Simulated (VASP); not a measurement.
Input of a VASP 6.6.1 run:

The input INCAR:

```
SYSTEM = InAs
PREC = Accurate
ENCUT = 520
EDIFF = 1E-6
ISMEAR = 0
SIGMA = 0.03
LREAL = .FALSE.
LASPH = .TRUE.
NELM = 80
ALGO = Fast
ISIF = 3
LWAVE = .FALSE.
LCHARG = .FALSE.
GGA = CA
IBRION = 2
NSW = 40
EDIFFG = -0.01
```

File KPOINTS:

```
Automatic mesh
0
G
  8 8 8
  0 0 0
```

The input POSCAR:

```
InAs
1.0
    0.0000000000      3.0290000000      3.0290000000
    3.0290000000      0.0000000000      3.0290000000
    3.0290000000      3.0290000000      0.0000000000
In As
1 1
Direct
    0.0000000000      0.0000000000      0.0000000000
    0.2500000000      0.2500000000      0.2500000000
```

Potentials or basis: VASP PAW LDA potentials, release 64 (In_d, As).

Launch:

```console
$ cat potpaw_LDA.64/In_d/POTCAR potpaw_LDA.64/As/POTCAR > POTCAR
$ mpirun -np 1 vasp_std > vasp.out
```

Question: Estimate the relaxed cell.

Answer: a = 4.265 Å, b = 4.265 Å, c = 4.265 Å, α = 60.00°, β = 60.00°, γ = 60.00°.

Question: Estimate the band gap on the k mesh.

Answer: None (metal or under the smearing width).

The path:
```tsv
step	energy change (eV)	largest force (eV/Å)	pressure (GPa)	volume (Å³)
1	0.0000	0.0000	-0.72	55.58
2	-0.0015	0.0000	0.27	54.58
3	-0.0017	0.0000	0.00	54.84
```

Caveat: this crystal is a semiconductor, whose small gap the functional closes, so the metal is an error of the method.
